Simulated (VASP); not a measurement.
Shape and ions are relaxed at each volume.

Energy against volume of Lu (hcp). Calculation: vdW-DF-cx, VASP's PBE PAW potentials (set 64) (plane waves; VASP).

```json
[
 {"V (Å³/atom)": "26.217", "E (eV/atom)": "-2.11055"},
 {"V (Å³/atom)": "27.054", "E (eV/atom)": "-2.12524"},
 {"V (Å³/atom)": "27.891", "E (eV/atom)": "-2.13068"},
 {"V (Å³/atom)": "28.727", "E (eV/atom)": "-2.12798"},
 {"V (Å³/atom)": "29.564", "E (eV/atom)": "-2.11812"}
]
```

### Question
Fit a third-order Birch-Murnaghan equation of state.

### Answer

```
Quantity                                         Value
---------------------------------------  -------------
volume per atom                          28.01 Å³/atom
bulk modulus                                  51.1 GPa
pressure derivative of the bulk modulus           3.29
```

Measured: bulk modulus 47.6 GPa (computed value off by +7.4 %), as given by Wikipedia, Lutetium (infobox). The calculation is for a static lattice, while the measured bulk modulus holds thermal and zero-point effects, which are part of the difference.

The compound is Lu in the hcp structure. It was relaxed first.
